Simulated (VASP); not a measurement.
Output of a VASP run:

### OUTCAR
```
 ion  position               nearest neighbor table
   1  0.333  0.667  0.250-   2 3.45   2 3.45   2 3.45   2 3.45   2 3.45   2 3.45
   2  0.667  0.333  0.750-   1 3.45   1 3.45   1 3.45   1 3.45   1 3.45   1 3.45
  LATTYP: Found a hexagonal cell.
 ALAT       =     3.5400000611
 C/A-ratio  =     1.5677965831
 Subroutine PRICEL returns:
 Original cell was already a primitive cell.
 Subroutine GETGRP returns: Found 24 space group operations
The static configuration has the point symmetry D_3d.
 The point group associated with its full space group is D_6h.
The dynamic configuration has the point symmetry D_3d.
 Subroutine INISYM returns: Found 24 space group operations
 Subroutine IBZKPT returns following result:
 Found     64 irreducible k-points:

 Following reciprocal coordinates:
            Coordinates               Weight
  0.000000  0.000000  0.000000      1.000000
  0.090909  0.000000  0.000000      6.000000
  0.181818  0.000000  0.000000      6.000000
  0.272727  0.000000  0.000000      6.000000
  0.363636  0.000000  0.000000      6.000000
  0.454545  0.000000  0.000000      6.000000
  0.090909  0.090909  0.000000      6.000000
  0.181818  0.090909  0.000000     12.000000
  0.272727  0.090909  0.000000     12.000000
  0.363636  0.090909  0.000000     12.000000
  0.454545  0.090909  0.000000      6.000000
  0.181818  0.181818  0.000000      6.000000
  0.272727  0.181818  0.000000     12.000000
  0.363636  0.181818  0.000000     12.000000
  0.272727  0.272727  0.000000      6.000000
  0.363636  0.272727  0.000000      6.000000
  0.000000  0.000000  0.166667      2.000000
  0.090909  0.000000  0.166667     12.000000
  0.181818  0.000000  0.166667     12.000000
  0.272727  0.000000  0.166667     12.000000
  0.363636  0.000000  0.166667     12.000000
  0.454545  0.000000  0.166667     12.000000
  0.090909  0.090909  0.166667     12.000000
  0.181818  0.090909  0.166667     24.000000
  0.272727  0.090909  0.166667     24.000000
  0.363636  0.090909  0.166667     24.000000
  0.454545  0.090909  0.166667     12.000000
  0.181818  0.181818  0.166667     12.000000
  0.272727  0.181818  0.166667     24.000000
  0.363636  0.181818  0.166667     24.000000
  0.272727  0.272727  0.166667     12.000000
  0.363636  0.272727  0.166667     12.000000
  0.000000  0.000000  0.333333      2.000000
  0.090909  0.000000  0.333333     12.000000
  0.181818  0.000000  0.333333     12.000000
  0.272727  0.000000  0.333333     12.000000
  0.363636  0.000000  0.333333     12.000000
  0.454545  0.000000  0.333333     12.000000
  0.090909  0.090909  0.333333     12.000000
  0.181818  0.090909  0.333333     24.000000
   k-points           NKPTS =     64   k-points in BZ     NKDIM =     64   number of bands    NBANDS=     13
   number of dos      NEDOS =    301   number of ions     NIONS =      2
   total plane-waves  NPLWV =  20736
   dimension x,y,z NGX =    24 NGY =   24 NGZ =   36
   dimension x,y,z NGXF=    48 NGYF=   48 NGZF=   72
   ions per type =               2
   PREC   = accura    normal or accurate (medium, high low for compatibility)
   ISTART =      0    job   : 0-new  1-cont  2-samecut
   ICHARG =      2    charge: 1-file 2-atom 10-const
   ISPIN  =      1    spin polarized calculation?
   LNONCOLLINEAR =      F non collinear calculations
   LSORBIT =      F    spin-orbit coupling
   INIWAV =      1    electr: 0-lowe 1-rand  2-diag
   ENCUT  =  400.0 eV  29.40 Ry    5.42 a.u.   5.77  5.77  9.05*2*pi/ulx,y,z
   NELM   =    100;   NELMIN=  2; NELMDL= -5     # of ELM steps
   EDIFF  = 0.1E-05   stopping-criterion for ELM
   LREAL  =      F    real-space projection
   NLSPLINE    = F    spline interpolate recip. space projectors
   LMAXMIX     =    6 max onsite mixed and CHGCAR
   VOSKOWN=      0    Vosko Wilk Nusair interpolation
   EDIFFG = -.1E-01   stopping-criterion for IOM
   NSW    =     60    number of steps for IOM
...
```

**OSZICAR**
```
...
DAV:   4    -0.980305253537E+01    0.16756E-03   -0.83160E-03  2227   0.930E-01    0.380E-01
DAV:   5    -0.980342012682E+01   -0.36759E-03   -0.13556E-03  2220   0.367E-01    0.297E-02
DAV:   6    -0.980339994993E+01    0.20177E-04   -0.88831E-05  2641   0.889E-02    0.163E-02
DAV:   7    -0.980339313957E+01    0.68104E-05   -0.70963E-06  1867   0.241E-02    0.200E-03
DAV:   8    -0.980339276309E+01    0.37648E-06   -0.45333E-07   967   0.110E-02
   2 F= -.98033928E+01 E0= -.98044297E+01  d E =-.209180E-01
       N       E                     dE             d eps       ncg     rms          rms(c)
DAV:   1    -0.980915587055E+01   -0.57627E-02   -0.10474E-01  1749   0.388E+00    0.475E-01
DAV:   2    -0.980581665966E+01    0.33392E-02   -0.90724E-03  1989   0.115E+00    0.209E-01
DAV:   3    -0.980414931354E+01    0.16673E-02   -0.34002E-03  2488   0.632E-01    0.737E-02
DAV:   4    -0.980414166315E+01    0.76504E-05   -0.19250E-04  2271   0.142E-01    0.548E-02
DAV:   5    -0.980414734568E+01   -0.56825E-05   -0.31231E-05  2243   0.561E-02    0.405E-03
DAV:   6    -0.980414716345E+01    0.18223E-06   -0.12979E-06  1142   0.119E-02
   3 F= -.98041472E+01 E0= -.98051053E+01  d E =-.216724E-01
       N       E                     dE             d eps       ncg     rms          rms(c)
DAV:   1    -0.980420359572E+01   -0.56250E-04   -0.12786E-03  1704   0.433E-01    0.539E-02
DAV:   2    -0.980416265029E+01    0.40945E-04   -0.11551E-04  1989   0.132E-01    0.237E-02
DAV:   3    -0.980414148114E+01    0.21169E-04   -0.41161E-05  2488   0.696E-02    0.801E-03
DAV:   4    -0.980414114282E+01    0.33832E-06   -0.22813E-06  1275   0.165E-02
   4 F= -.98041411E+01 E0= -.98050913E+01  d E =-.216664E-01
       N       E                     dE             d eps       ncg     rms          rms(c)
DAV:   1    -0.980646962820E+01   -0.23281E-02   -0.71776E-02  1724   0.212E+00    0.205E-01
DAV:   2    -0.980547568856E+01    0.99394E-03   -0.26890E-03  2518   0.696E-01    0.122E-01
DAV:   3    -0.980492359594E+01    0.55209E-03   -0.63379E-04  2524   0.246E-01    0.554E-02
DAV:   4    -0.980492638650E+01   -0.27906E-05   -0.10088E-04  2347   0.815E-02    0.248E-02
DAV:   5    -0.980492551664E+01    0.86986E-06   -0.26509E-06  1337   0.187E-02
   5 F= -.98049255E+01 E0= -.98059540E+01  d E =-.784374E-03
       N       E                     dE             d eps       ncg     rms          rms(c)
DAV:   1    -0.980612152594E+01   -0.11951E-02   -0.49601E-02  1729   0.176E+00    0.172E-01
DAV:   2    -0.980543809584E+01    0.68343E-03   -0.18517E-03  2523   0.579E-01    0.995E-02
DAV:   3    -0.980505480840E+01    0.38329E-03   -0.44589E-04  2542   0.206E-01    0.419E-02
DAV:   4    -0.980505693998E+01   -0.21316E-05   -0.69529E-05  2314   0.675E-02    0.194E-02
DAV:   5    -0.980505638018E+01    0.55980E-06   -0.16719E-06  1128   0.156E-02
   6 F= -.98050564E+01 E0= -.98061376E+01  d E =-.915237E-03
       N       E                     dE             d eps       ncg     rms          rms(c)
DAV:   1    -0.980511523713E+01   -0.58297E-04   -0.20716E-03  1744   0.361E-01    0.360E-02
DAV:   2    -0.980508591435E+01    0.29323E-04   -0.78141E-05  2495   0.119E-01    0.201E-02
DAV:   3    -0.980506996231E+01    0.15952E-04   -0.18776E-05  2497   0.422E-02    0.829E-03
DAV:   4    -0.980507013964E+01   -0.17733E-06   -0.28126E-06  1289   0.139E-02
   7 F= -.98050701E+01 E0= -.98061424E+01  d E =-.928997E-03
```

**OUTCAR**
```
------------------------ aborting loop because EDIFF is reached ----------------------------------------
  FORCE on cell =-STRESS in cart. coord.  units (eV):
  Direction    XX          YY          ZZ          XY          YZ          ZX
  --------------------------------------------------------------------------------------
  Total       -0.0150519     -0.0150519     -0.0081343      0.0000000      0.0000000      0.0000000
  in kB       -0.4206048     -0.4206049     -0.2273033      0.0000000      0.0000000      0.0000000
  external PRESSURE =      -0.3561710 kB  Pullay stress =       0.0000000 kB
  volume of cell :       57.34
      direct lattice vectors                 reciprocal lattice vectors
     1.750902664 -3.032652442 -0.000000000     0.285566988 -0.164872174  0.000000000
     1.750902664  3.032652442  0.000000000     0.285566988  0.164872174  0.000000000
    -0.000000000 -0.000000000  5.398987046     0.000000000 -0.000000000  0.185219929
 POSITION                                       TOTAL-FORCE (eV/Angst)
 -----------------------------------------------------------------------------------
      1.75090      1.01089      1.34975        -0.000000     -0.000000      0.000000
      1.75090     -1.01089      4.04924         0.000000      0.000000      0.000000
 -----------------------------------------------------------------------------------
    total drift:                               -0.000000      0.000067     -0.000012
  FREE ENERGIE OF THE ION-ELECTRON SYSTEM (eV)
  ---------------------------------------------------
  free  energy   TOTEN  =        -9.8050701396 eV

  energy  without entropy=       -9.8082869138  energy(sigma->0) =       -9.80614240

 reached required accuracy - stopping structural energy minimisation
```
(Selected blocks of OUTCAR.)

POSCAR:
```
Tm
1
    1.7700000000    -3.0657300000     0.0000000000
    1.7700000000     3.0657300000     0.0000000000
    0.0000000000     0.0000000000     5.5500000000
Tm
2
Direct
  0.3333330000   0.6666670000   0.2500000000
  0.6666670000   0.3333330000   0.7500000000
```

Problem. Reconstruct the remaining input files.

Solution. One answer among several that fit: the input of the run itself, PBEsol GGA, plane waves, VASP's PBE PAW potentials (set 64).

**INCAR**
```
LMAXMIX = 6   # l cut-off of mixed one-centre charges
LWAVE = .False.
ISIF = 3   # ions, shape and volume
PREC = Accurate
EDIFF = 1E-6   # SCF stop (eV)
ENCUT = 400
NELM = 100   # most electronic steps
NSW = 60   # most ionic steps
EDIFFG = -0.01   # ionic stop
IBRION = 2
LREAL = .False.
ALGO = Normal   # blocked Davidson
LASPH = .True.   # aspherical one-centre terms
LCHARG = .False.
GGA = PS   # PBEsol
SYSTEM = Tm
ISMEAR = 1   # Methfessel-Paxton
SIGMA = 0.1   # width (eV)
```

### KPOINTS
```
Automatic
0
gamma
 11 11 6
```

POTCAR, in this order: Tm_3 (PBE.64 set). Program: vasp_std.

The 4f electrons are frozen in the core of the lanthanide potential, so 4f levels, which can set the real gap, and their magnetism are missing. Energy and stress use the plane-wave basis of the starting cell.

The compound is Tm in the hcp structure. This run relaxes it. Symmetry was kept, so distortions that lower it aren't found.
